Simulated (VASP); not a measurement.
An input for Quantum ESPRESSO's pw.x (written as the equivalent of a VASP run, and not itself run):

```
&CONTROL
  calculation = 'scf'
  pseudo_dir = './pseudo'
  outdir = './out'
  tprnfor = .true.
  tstress = .true.
/
&SYSTEM
  ibrav = 0
  nat = 8
  ntyp = 2
  ecutwfc = 80
  occupations = 'smearing'
  smearing = 'gaussian'
  degauss = 0.000735
  input_dft = 'pz'
/
&ELECTRONS
  conv_thr = 7.3e-08
  electron_maxstep = 100
/
ATOMIC_SPECIES
  Ga 69.723 Ga.upf
  S 32.060 S.upf
CELL_PARAMETERS angstrom
     3.5932500    0.0000000    0.0000000
    -1.7966250    3.1118460    0.0000000
     0.0000000    0.0000000   16.0146600
ATOMIC_POSITIONS crystal
  Ga   0.3902270  0.6880160  0.3226920
  Ga   0.6548730  0.3133390  0.6766170
  Ga   0.6524810  0.2969670  0.8287400
  Ga   0.3522470  0.6578160  0.1722060
  S    0.3493720  0.6990150  0.8939850
  S    0.6613690  0.3504450  0.1054870
  S    0.6337030  0.3368480  0.3956190
  S    0.3057280  0.6575540  0.6046540
K_POINTS automatic
  6 6 6 0 0 0
```

Question: Translate this input to VASP (INCAR, KPOINTS, POSCAR, choice of POTCAR).

Answer: One answer among several that fit: 
### KPOINTS
```
K-points
0
Gamma
6 6 6
```

POSCAR:
```
GaS
1
    3.5932500000     0.0000000000     0.0000000000
   -1.7966250000     3.1118460000     0.0000000000
    0.0000000000     0.0000000000    16.0146600000
Ga S
4 4
Direct
  0.3902270000   0.6880160000   0.3226920000
  0.6548730000   0.3133390000   0.6766170000
  0.6524810000   0.2969670000   0.8287400000
  0.3522470000   0.6578160000   0.1722060000
  0.3493720000   0.6990150000   0.8939850000
  0.6613690000   0.3504450000   0.1054870000
  0.6337030000   0.3368480000   0.3956190000
  0.3057280000   0.6575540000   0.6046540000
```

INCAR:
```
SYSTEM = GaS
PREC = Accurate
ENCUT = 180
EDIFF = 1E-6
NELM = 100
ALGO = Normal
LREAL = .FALSE.
LASPH = .TRUE.
ISMEAR = 0
SIGMA = 0.01
LMAXMIX = 4
LWAVE = .FALSE.
LCHARG = .FALSE.
ISIF = 2
```

POTCAR, in this order: Ga_d S (LDA.64 set). Program: vasp_std.

The two are equivalent in intent, not identical: the potentials are each code's own (VASP's PAW set, PseudoDojo norm-conserving files in pw.x), so ENCUT and ecutwfc are chosen apart and not converted; conv_thr bounds pw.x's estimated SCF error, while EDIFF bounds the energy change between steps.

The structure comes from a computed database's GaS entry; how it stands against other phases isn't given here. The cell was not relaxed at this level, atoms are displaced from their ideal sites. The run is one of a series of settings (ENCUT = 180, GGA removed, KPOINTS 6×6×6 Γ-centred mesh, POTCAR Ga_d S (LDA.64 set) against the base run), some of them coarse on purpose.
